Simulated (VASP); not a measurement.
# HfHg (Pm-3m) in VASP: single point with r2SCAN

Aim: the single point of HfHg with r2SCAN.

All numbers are computed with VASP 6.6.1; they aren't measurements. Logs are shortened: lines on timing, memory, paths and dates and some standing lists are left out, and cuts for length are marked.

## (1) The structure

The structure is cubic, space group Pm-3m (No. 221). Conventional cell: a = 3.576 Å, b = 3.576 Å, c = 3.576 Å, α = 90.00°, β = 90.00°, γ = 90.00°. Hg (site symmetry m-3m) is surrounded by 8 Hf at 3.10 Å. Hf (site symmetry m-3m) has 8 Hg at 3.10 Å as nearest neighbours.

The cell was built by a generator and needn't be a form met in nature.

## (2) Single point, r2SCAN

POSCAR

```
HfHg
1.0
    3.5755380000      0.0000000000      0.0000000000
    0.0000000000      3.5755380000      0.0000000000
    0.0000000000      0.0000000000      3.5755380000
Hg Hf
1 1
Direct
    0.5000000000      0.5000000000      0.5000000000
    0.0000000000      0.0000000000      0.0000000000
```

INCAR.step1

```
SYSTEM = HfHg
PREC     = Accurate       ! precision mode
ENCUT    = 520            ! plane-wave cutoff, eV
ISMEAR   = 1              ! smearing method
SIGMA    = 0.0169         ! smearing width, eV
LREAL    = .FALSE.        ! projectors in reciprocal space
LASPH    = .TRUE.         ! aspherical terms in the spheres
NELM     = 80             ! most SCF steps
NBANDS   = 18             ! bands
GGA      = PE             ! functional
ALGO     = Normal         ! electronic algorithm
EDIFF    = 1E-4           ! SCF threshold, eV
LWAVE    = .TRUE.         ! write WAVECAR
LCHARG   = .FALSE.        ! write CHGCAR
```

INCAR.step2

```
SYSTEM = HfHg
PREC     = Accurate       ! precision mode
ENCUT    = 520            ! plane-wave cutoff, eV
EDIFF    = 1E-6           ! SCF threshold, eV
ISMEAR   = 1              ! smearing method
SIGMA    = 0.0169         ! smearing width, eV
LREAL    = .FALSE.        ! projectors in reciprocal space
LASPH    = .TRUE.         ! aspherical terms in the spheres
NELM     = 80             ! most SCF steps
ALGO     = Normal         ! electronic algorithm
ISIF     = 2              ! what is computed and relaxed
LWAVE    = .FALSE.        ! write WAVECAR
LCHARG   = .FALSE.        ! write CHGCAR
METAGGA  = R2SCAN         ! meta-GGA
LMIXTAU  = .TRUE.       
NBANDS   = 18             ! bands
ISTART   = 1
```

KPOINTS

```
regular mesh
0
G
  7 7 7
  0 0 0
```

Potentials or basis: VASP PAW PBE potentials, release 64 (Hg, Hf_pv).

On the command line:

```console
> cat potpaw_PBE.64/Hg/POTCAR potpaw_PBE.64/Hf_pv/POTCAR > POTCAR
> cp INCAR.step1 INCAR
> mpirun -np 1 vasp_std > vasp.out
> cp INCAR.step2 INCAR
> mpirun -np 1 vasp_std > vasp.out
```

OUTCAR:

```text
SYSTEM = HfHg
   PREC = Accurate
   ENCUT = 520
   EDIFF = 1E-6
   ISMEAR = 1
   LREAL = .FALSE.
   LASPH = .TRUE.
   NELM = 80
   ISIF = 2
   METAGGA = R2SCAN
   ISTART = 1

 ion  position               nearest neighbor table
   1  0.500  0.500  0.500-   2 3.10   2 3.10   2 3.10   2 3.10   2 3.10   2 3.10   2 3.10   2 3.10

   2  0.000  0.000  0.000-   1 3.10   1 3.10   1 3.10   1 3.10   1 3.10   1 3.10   1 3.10   1 3.10

  LATTYP: Found a simple cubic cell.
 ALAT       =     3.5755380000

  Lattice vectors:

 A1 = (   3.5755380000,   0.0000000000,   0.0000000000)
 A2 = (   0.0000000000,   3.5755380000,   0.0000000000)
 A3 = (   0.0000000000,   0.0000000000,   3.5755380000)

Analysis of symmetry for initial positions (statically):
=====================================================================
 Subroutine PRICEL returns:
 Original cell was already a primitive cell.

 Routine SETGRP: Setting up the symmetry group for a
 simple cubic supercell.

 Subroutine GETGRP returns: Found 48 space group operations
 (whereof 48 operations were pure point group operations)
 out of a pool of 48 trial point group operations.

The static configuration has the point symmetry O_h .

Analysis of symmetry for dynamics (positions and initial velocities):
=====================================================================
 Subroutine PRICEL returns:
 Original cell was already a primitive cell.

 Routine SETGRP: Setting up the symmetry group for a
 simple cubic supercell.

 Subroutine GETGRP returns: Found 48 space group operations
 (whereof 48 operations were pure point group operations)
 out of a pool of 48 trial point group operations.

The dynamic configuration has the point symmetry O_h .

 Subroutine INISYM returns: Found 48 space group operations
 (whereof 48 operations are pure point group operations),
 and found     1 'primitive' translations

----------------------------------------------------------------------------------------

                                     Primitive cell

  volume of cell :      45.7114

  direct lattice vectors                    reciprocal lattice vectors
     3.575538000  0.000000000  0.000000000     0.279678191  0.000000000  0.000000000
     0.000000000  3.575538000  0.000000000     0.000000000  0.279678191  0.000000000
     0.000000000  0.000000000  3.575538000     0.000000000  0.000000000  0.279678191

  length of vectors
     3.575538000  3.575538000  3.575538000     0.279678191  0.279678191  0.279678191

  position of ions in fractional coordinates (direct lattice)
     0.500000000  0.500000000  0.500000000
     0.000000000  0.000000000  0.000000000

  ion indices of the primitive-cell ions
   primitive index   ion index
                 1           1
                 2           2

----------------------------------------------------------------------------------------

 KPOINTS: regular mesh

Automatic generation of k-mesh.
 Grid dimensions read from file:
 generate k-points for:    7    7    7

 Generating k-lattice:

  Cartesian coordinates                     Fractional coordinates (reciprocal lattice)
     0.039954027  0.000000000  0.000000000     0.142857143  0.000000000  0.000000000
     0.000000000  0.039954027  0.000000000     0.000000000  0.142857143  0.000000000
     0.000000000  0.000000000  0.039954027     0.000000000  0.000000000  0.142857143

  Length of vectors
     0.039954027  0.039954027  0.039954027

  Shift w.r.t. Gamma in fractional coordinates (k-lattice)
     0.000000000  0.000000000  0.000000000

 Subroutine IBZKPT returns following result:
 ===========================================

 Found     20 irreducible k-points:

 Following reciprocal coordinates:
            Coordinates               Weight
  0.000000  0.000000  0.000000      1.000000
  0.142857  0.000000  0.000000      6.000000
  0.285714  0.000000  0.000000      6.000000
  0.428571  0.000000  0.000000      6.000000
  0.142857  0.142857  0.000000     12.000000
  0.285714  0.142857  0.000000     24.000000
[... 12 lines left out ...]
  0.428571  0.428571  0.285714     24.000000
  0.428571  0.428571  0.428571      8.000000
   k-points           NKPTS =     20   k-points in BZ     NKDIM =     20   number of bands    NBANDS=     18
   number of dos      NEDOS =    301   number of ions     NIONS =      2
   total plane-waves  NPLWV =  21952
   dimension x,y,z NGX =    28 NGY =   28 NGZ =   28
   dimension x,y,z NGXF=    56 NGYF=   56 NGZF=   56
   ions per type =               1   1
   NGX,Y,Z   is equivalent  to a cutoff of  13.02, 13.02, 13.02 a.u.
   NGXF,Y,Z  is equivalent  to a cutoff of  26.04, 26.04, 26.04 a.u.
 SYSTEM =  HfHg
   PREC   = accura    normal or accurate (medium, high low for compatibility)
   ISTART =      1    job   : 0-new  1-cont  2-samecut
   ICHARG =      0    charge: 1-file 2-atom 10-const
   ISPIN  =      1    spin polarized calculation?
   LNONCOLLINEAR =      F non collinear calculations
   LSORBIT =      F    spin-orbit coupling
   LASPH  =      T    aspherical Exc in radial PAW
   ENCUT  =  520.0 eV  38.22 Ry    6.18 a.u.   6.65  6.65  6.65*2*pi/ulx,y,z
   NELM   =     80;   NELMIN=  2; NELMDL=  0     # of ELM steps
   EDIFF  = 0.1E-05   stopping-criterion for ELM
   LREAL  =      F    real-space projection
   EDIFFG = 0.1E-04   stopping-criterion for IOM
   NSW    =      0    number of steps for IOM
   IBRION =     -1    ionic relax: 0-MD 1-quasi-New 2-CG
   NFREE  =      0    steps in history (QN), initial steepest desc. (CG)
   ISIF   =      2    stress and relaxation
   ISYM   =      2    0-nonsym 1-usesym 2-fastsym
   POTIM  = 0.5000    time-step for ionic-motion
   TEBEG  =    0.0;   TEEND  =   0.0 temperature during run
   PSTRESS=    0.0 pullay stress
   NELECT =      22.0000    total number of electrons
   NUPDOWN=      -1.0000    fix difference up-down
   EMIN   =  10.00;   EMAX   =-10.00  energy-range for DOS
   EFERMI =   0.00;   METHOD = LEGACY
   ISMEAR =     1;   SIGMA  =   0.02  broadening in eV -4-tet -1-fermi 0-gaus
   EFERMI_NEDOS =   21; number of points for ismear=-14 and -15
   IALGO  =     38    algorithm
   IMIX   =      4    mixing-type and parameters
     AMIX     =   0.40;   BMIX     =  1.00
     AMIX_MAG =   1.60;   BMIX_MAG =  1.00
  volume/ion in A,a.u.               =      22.86       154.24
  Fermi-wavevector in a.u.,A,eV,Ry     =   1.282944  2.424412 22.394441  1.645945
  Thomas-Fermi vector in A             =   2.415226
   LORBIT       =      0    0 simple, 1 ext, 2 COOP (PROOUT), +10 PAW based schemes
   METAGGA = R2SCAN    functional components
   LHFCALC =     F    Hartree Fock is set to
   AEXX    =    0.0000 exact exchange contribution
   IVDW    =     0    specifies the selected vdW correction
   LEPSILON=     F    determine dielectric tensor
   LRPA    =     F    only Hartree local field effects (RPA)
 non-spin polarized calculation
 Methfessel and Paxton  Order N= 1 SIGMA  =   0.02
  energy-cutoff  :      520.00
  volume of cell :       45.71
 maximum number of plane-waves:      1253
 NGX is ok and might be reduce to    28
   NGX = 13   NGY = 13   NGZ = 13

 number of electron      22.0000004 magnetization

 Free energy of the ion-electron system (eV)
  ---------------------------------------------------
  ext. energy  EPLUGINS =         0.00000000
  ---------------------------------------------------
  free energy    TOTEN  =       -94.42944826 eV

  energy without entropy =      -94.42951683  energy(sigma->0) =      -94.42947112

 E-fermi :   4.0539     XC(G=0): -12.0886

 val. band max:        4.0397073398   @ k =   0.4286   0.1429   0.1429
 cond. band min:       4.2126572476   @ k =   0.4286   0.4286   0.4286
 fundamental gap:      0.1729499077
 Fermi energy:         4.0539351493

 k-point     1 :       0.0000    0.0000    0.0000
  band No.  band energies     occupation
      1     -28.4998      2.00000
      2     -28.4998      2.00000
      3     -28.4998      2.00000
      4      -5.2265      2.00000
      5      -4.1330      2.00000
      6      -4.1330      2.00000
[... 10 lines left out ...]
     17       8.9123      0.00000
     18      11.8802      0.00000

 k-point     2 :       0.1429    0.0000    0.0000
  band No.  band energies     occupation
      1     -28.5252      2.00000
      2     -28.4981      2.00000
      3     -28.4981      2.00000
      4      -4.9070      2.00000
      5      -4.0911      2.00000
      6      -4.0074      2.00000
[... 10 lines left out ...]
     17      10.2944      0.00000
     18      13.4052      0.00000

 k-point     3 :       0.2857    0.0000    0.0000
  band No.  band energies     occupation
      1     -28.5819      2.00000
      2     -28.4942      2.00000
      3     -28.4942      2.00000
      4      -4.1857      2.00000
      5      -3.9940      2.00000
      6      -3.4931      2.00000
[... 10 lines left out ...]
     17      12.4356      0.00000
     18      14.3805      0.00000

 k-point     4 :       0.4286    0.0000    0.0000
  band No.  band energies     occupation
      1     -28.6268      2.00000
      2     -28.4912      2.00000
      3     -28.4912      2.00000
      4      -3.9130      2.00000
      5      -3.8503      2.00000
      6      -3.5280      2.00000
[... 10 lines left out ...]
     17      14.8478      0.00000
     18      14.8657      0.00000

 k-point     5 :       0.1429    0.1429    0.0000
  band No.  band energies     occupation
      1     -28.5247      2.00000
      2     -28.5216      2.00000
      3     -28.4962      2.00000
      4      -4.6167      2.00000
      5      -4.0106      2.00000
      6      -3.9314      2.00000
[... 10 lines left out ...]
     17      11.0915      0.00000
     18      14.9389      0.00000

 k-point     6 :       0.2857    0.1429    0.0000
  band No.  band energies     occupation
      1     -28.5791      2.00000
      2     -28.5185      2.00000
      3     -28.4922      2.00000
      4      -4.0822      2.00000
      5      -3.8834      2.00000
      6      -3.6505      2.00000
[... 223 lines left out ...]
 k-point    17 :       0.2857    0.2857    0.2857
  band No.  band energies     occupation
      1     -28.5666      2.00000
      2     -28.5642      2.00000
      3     -28.5642      2.00000
      4      -3.8884      2.00000
      5      -3.7056      2.00000
      6      -3.7056      2.00000
[... 10 lines left out ...]
     17      10.9345      0.00000
     18      12.6952      0.00000

 k-point    18 :       0.4286    0.2857    0.2857
  band No.  band energies     occupation
      1     -28.6075      2.00000
      2     -28.5608      2.00000
      3     -28.5606      2.00000
      4      -3.9928      2.00000
      5      -3.7785      2.00000
      6      -3.7190      2.00000
[... 10 lines left out ...]
     17      11.8610      0.00000
     18      12.4757      0.00000

 k-point    19 :       0.4286    0.4286    0.2857
  band No.  band energies     occupation
      1     -28.6030      2.00000
      2     -28.6027      2.00000
      3     -28.5569      2.00000
      4      -4.0324      2.00000
      5      -3.8084      2.00000
      6      -3.8082      2.00000
[... 10 lines left out ...]
     17      10.3066      0.00000
     18      13.0534      0.00000

 k-point    20 :       0.4286    0.4286    0.4286
  band No.  band energies     occupation
      1     -28.5992      2.00000
      2     -28.5992      2.00000
      3     -28.5992      2.00000
      4      -3.9329      2.00000
      5      -3.8758      2.00000
      6      -3.8758      2.00000
[... 10 lines left out ...]
     17      10.1536      0.00000
     18      11.2162      0.00000

------------------------ aborting loop because EDIFF is reached ----------------------------------------

  FORCE on cell =-STRESS in cart. coord.  units (eV):
  Direction    XX          YY          ZZ          XY          YZ          ZX
  --------------------------------------------------------------------------------------
  -------------------------------------------------------------------------------------
  Total       -2.9386485     -2.9386485     -2.9386485      0.0000000     -0.0000000      0.0000000
  in kB     -102.9992412   -102.9992412   -102.9992412      0.0000000     -0.0000000      0.0000000
  external PRESSURE =    -102.9992412 kB  Pullay stress =       0.0000000 kB

 VOLUME and BASIS-vectors are now :
 -----------------------------------------------------------------------------
  energy-cutoff  :      520.00
  volume of cell :       45.71
      direct lattice vectors                 reciprocal lattice vectors
     3.575538000  0.000000000  0.000000000     0.279678191  0.000000000  0.000000000
     0.000000000  3.575538000  0.000000000     0.000000000  0.279678191  0.000000000
     0.000000000  0.000000000  3.575538000     0.000000000  0.000000000  0.279678191

 POSITION                                       TOTAL-FORCE (eV/Angst)
 -----------------------------------------------------------------------------------
      1.78777      1.78777      1.78777         0.000000      0.000000      0.000000
      0.00000      0.00000      0.00000         0.000000      0.000000      0.000000
 -----------------------------------------------------------------------------------
    total drift:                                0.000000      0.000000      0.000000

  FREE ENERGIE OF THE ION-ELECTRON SYSTEM (eV)
  ---------------------------------------------------
  free  energy   TOTEN  =       -94.4294482647 eV

  energy  without entropy=      -94.4295168253  energy(sigma->0) =      -94.42947112
```

It took 26 s on 1 thread of Intel Xeon 6975P-C (Granite Rapids), shared host; peak memory 0.17 GiB.

What came out:

| Quantity | Value |
| --- | --- |
| Free energy | -94.4294 eV |
| Pressure | -10.3 GPa |
| Band gap on the k mesh | 0.17 eV, indirect (least direct gap 0.47 eV) |

Levels at points of the mesh, in eV from the valence-band top:
| k point | band 7 | band 8 | band 9 | band 10 | band 11 | band 12 | band 13 | band 14 | band 15 | band 16 |
| --- | --- | --- | --- | --- | --- | --- | --- | --- | --- | --- |
| (0.00, 0.00, 0.00) | -7.40 | -7.40 | -7.40 | -0.10 | -0.10 | 3.59 | 3.59 | 3.59 | 4.87 | 4.87 |

Caveat: the PAW data sets were made with another functional, which shifts forces and pressure a little; spin-orbit coupling is left out, which moves the levels of the heavy elements; an odd mesh through Γ misses points on the zone boundary, where band edges often lie.
